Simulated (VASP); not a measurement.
Consider the following.

```yaml
crystal:
  lattice:
    - [0.00000, 2.43487, 2.43487]
    - [2.43487, 0.00000, 2.43487]
    - [2.43487, 2.43487, 0.00000]
  atoms:
    - { symbol: Ca, position: [0.00000, 0.00000, 0.00000] }
    - { symbol: O, position: [0.50000, 0.50000, 0.50000] }
```

Computed with PBEsol GGA, VASP's PBE PAW potentials (set 64) (plane waves; VASP). Numerical set-up: 520 eV cut-off, 10×10×10 Γ-centred mesh, Gaussian smearing of 0.050 eV, potentials Ca_sv O.

Question: Give the stress tensor in GPa (positive for a compressed cell).

Answer: 
```
-5.93   0.00   0.00
 0.00  -5.93   0.00
 0.00   0.00  -5.93
```
The pressure is its mean diagonal, -5.93 GPa.

The compound is CaO in the rock salt structure. This cell is one point of a volume scan, at 1.06 of the reference volume.
